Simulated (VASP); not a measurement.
# YS (relaxed from the CsCl type structure, space group Pm-3m): computed properties

All values below come from PBEsol GGA, VASP's PBE PAW potentials (set 64) (plane waves; VASP 6.6.1).

For YS, the space group is Pm-3m (221). The cell is a = b = c = 3.358 Å, α = β = γ = 90.00° and the volume per atom is 18.92 Å³/atom. The band gap (over mesh and band path) is none (metal, semimetal or under 0.01 eV) and the density is 5.31 g/cm³.

```cif
data_SY
_chemical_formula_sum 'Y1 S1'
_space_group_name_H-M_alt 'Pm-3m'
_space_group_IT_number 221
_space_group_name_Hall '-P 4 2 3'
_cell_length_a 3.35752
_cell_length_b 3.35752
_cell_length_c 3.35752
_cell_angle_alpha 90.000
_cell_angle_beta 90.000
_cell_angle_gamma 90.000
loop_
_atom_site_label
_atom_site_type_symbol
_atom_site_symmetry_multiplicity
_atom_site_Wyckoff_symbol
_atom_site_fract_x
_atom_site_fract_y
_atom_site_fract_z
_atom_site_occupancy
Y1 Y 1 a 0.00000 0.00000 0.00000 1
S1 S 1 b 0.50000 0.50000 0.50000 1
```

The structure was generated: YS was put into the CsCl type type (Pm-3m), which need not be its known phase. It was relaxed first, which changed the volume by -33 %. Symmetry was kept, so distortions that lower it aren't found. The electron count is odd and the run is not spin-polarised, which forces a metal.
